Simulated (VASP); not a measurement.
Consider the following.

```yaml
crystal:
  lattice:
    - [0.00000, 3.18976, 3.18976]
    - [3.18976, 0.00000, 3.18976]
    - [3.18976, 3.18976, 0.00000]
  atoms:
    - { symbol: K, position: [0.00000, 0.00000, 0.00000] }
    - { symbol: Cl, position: [0.50000, 0.50000, 0.50000] }
```

Calculation: PW91 GGA, VASP's PBE PAW potentials (set 64) (plane waves; VASP). Run with 520 eV cut-off, Gaussian smearing of 0.050 eV, potentials K_sv Cl.

Problem. Give the energies of bands 6 to 11 at the high-symmetry points, in eV from the valence-band maximum.

Solution. 
```csv
band,Γ,X,U,L,W
6,0.00,-0.63,-0.54,-0.98,-0.45
7,0.00,-0.21,-0.51,-0.29,-0.45
8,0.00,-0.21,-0.27,-0.29,-0.45
9,5.08,6.58,7.28,7.50,8.00
10,8.36,8.18,8.96,8.46,8.00
11,8.36,9.87,9.11,10.39,9.29
```

The gap is direct, 5.08 eV, from the valence maximum at Γ to the conduction minimum at Γ.

Measured: gap 8.50 eV (computed value off by -3.42 eV), as given by David Koller et al., Journal of Physics Condensed Matter (2013), arXiv:1304.4470.

The compound is KCl in the rock salt structure. It was relaxed first.
